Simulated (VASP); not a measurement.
An input for Ansatz (written as the equivalent of a VASP run, and not itself run):

Ansatz 0.2 input:
```yaml
crystal:
  lattice:
    - [0.0000000, 3.1923489, 3.1923489]
    - [3.1923489, 0.0000000, 3.1923489]
    - [3.1923489, 3.1923489, 0.0000000]
  atoms:
    - { symbol: Sb, position: [0.0000000, 0.0000000, 0.0000000] }
    - { symbol: Pt, position: [0.2500000, 0.2500000, 0.2500000] }
    - { symbol: Pt, position: [0.7500000, 0.7500000, 0.7500000] }
    - { symbol: Pt, position: [0.5000000, 0.5000000, 0.5000000] }
kpoints:
  mp_grid: { grid: [8, 8, 8] }
hamiltonian:
  xc: lda
  pseudopotentials: { kind: paw }
scf:
  occupations: { method: methfessel_paxton, width: 0.1 }
  max_iter: 100
relax:
  max_steps: 30
  f_tol: 0.001
output: { forces: true, stress: true, eigenvalues: true }
```

**Question.** Write the VASP files for the same calculation (LDA).

**Answer.** One answer among several that fit: 
**INCAR**
```
EDIFFG=-0.001
SIGMA=0.1   ! width (eV)
ISMEAR=1   ! Methfessel-Paxton
LREAL=.FALSE.   ! projection in real space or not
LWAVE=.FALSE.
ALGO=Normal   ! blocked Davidson
IBRION=1   ! quasi-Newton
NSW=30
NELM=100   ! most electronic steps
SYSTEM=SbPt3
ENCUT=400
LCHARG=.FALSE.
LMAXMIX=6   ! l cut-off of mixed one-centre charges
PREC=Accurate
EDIFF=1E-8
ISIF=2
LASPH=.TRUE.   ! aspherical one-centre terms
```

File KPOINTS:
```
Automatic mesh
0
Gamma
8 8 8
0 0 0
```

**POSCAR**
```
SbPt3
1
    0.0000000000     3.1923489141     3.1923489141
    3.1923489141     0.0000000000     3.1923489141
    3.1923489141     3.1923489141     0.0000000000
Sb Pt
1 3
Direct
  0.0000000000   0.0000000000   0.0000000000
  0.2500000000   0.2500000000   0.2500000000
  0.7500000000   0.7500000000   0.7500000000
  0.5000000000   0.5000000000   0.5000000000
```

POTCAR, in this order: Sb Pt (LDA.64 set). Program: vasp_std.

The two are equivalent in intent, not identical: each code has its own PAW files, so the cut-off isn't converted (ENCUT is set for VASP's; basis.ecutwfc is left out, and Ansatz then takes the one that its files recommend); Ansatz stops its SCF on the density residual and VASP on the energy change (EDIFF); Ansatz's lda is the Perdew-Wang form, while the LDA potentials of VASP carry Perdew-Zunger's.

The structure comes from a computed database's SbPt3 entry (Fm-3m); how it stands against other phases isn't given here. It was relaxed first, which changed the volume by -6 %. The start is the result of an earlier pass.
